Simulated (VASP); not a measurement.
A convergence study with VASP on AlN (zinc blende): one setting is varied, all else stays as given below, so the limit is that of these other settings.

```
CELL_PARAMETERS angstrom
      0.00000     2.19000     2.19000
      2.19000     0.00000     2.19000
      2.19000     2.19000     0.00000
ATOMIC_POSITIONS crystal
  Al 0.00000 0.00000 0.00000
  N  0.25000 0.25000 0.25000
```

Level of theory: LDA (Ceperley-Alder, Perdew-Zunger), VASP's LDA PAW potentials (set 64) (plane waves; VASP). The tightest run used: 700 eV cut-off, 16×16×16 Monkhorst-Pack mesh, Gaussian smearing of 0.050 eV, potentials Al N.

Question: The settings run are 1×1×1 mesh; 2×2×2 mesh; 3×3×3 mesh; 4×4×4 mesh; 5×5×5 mesh; 6×6×6 mesh; 7×7×7 mesh; 8×8×8 mesh; 9×9×9 mesh; 10×10×10 mesh; 11×11×11 mesh; 12×12×12 mesh; 13×13×13 mesh; 14×14×14 mesh; 15×15×15 mesh; 16×16×16 mesh. From which on does the stress (every component) stay within 0.2 GPa of the tightest run?

Answer: From 4×4×4 mesh on: it is off by 0.00 there and by no more than 0.2 in any finer run, while 3×3×3 mesh is off by 0.38.
```
setting        E (eV/atom)  pressure (GPa)  irreducible k-points  difference judged (GPa)
-------------  -----------  --------------  --------------------  -----------------------
1×1×1 mesh         -2.2213           13.38                     1                    18.18
2×2×2 mesh         -8.1635           -4.57                     2                     0.22
3×3×3 mesh         -8.0836           -4.41                     4                     0.38
4×4×4 mesh         -8.1859           -4.79                    10                     0.00
5×5×5 mesh         -8.1819           -4.80                    10                     0.00
6×6×6 mesh         -8.1859           -4.79                    28                     0.00
7×7×7 mesh         -8.1857           -4.80                    20                     0.00
8×8×8 mesh         -8.1859           -4.80                    60                     0.00
9×9×9 mesh         -8.1859           -4.80                    35                     0.00
10×10×10 mesh      -8.1859           -4.80                   110                     0.00
11×11×11 mesh      -8.1859           -4.80                    56                     0.00
12×12×12 mesh      -8.1859           -4.80                   182                     0.00
13×13×13 mesh      -8.1859           -4.80                    84                     0.00
14×14×14 mesh      -8.1859           -4.80                   280                     0.00
15×15×15 mesh      -8.1859           -4.80                   120                     0.00
16×16×16 mesh      -8.1859           -4.80                   408                     0.00
```

Left out are rungs that failed or repeat a setting and relaxations that didn't move; long series are thinned to 24 rows.

The compound is AlN in the zinc blende structure, a metastable form; wurtzite is the usual one. The cell was not relaxed at this level.
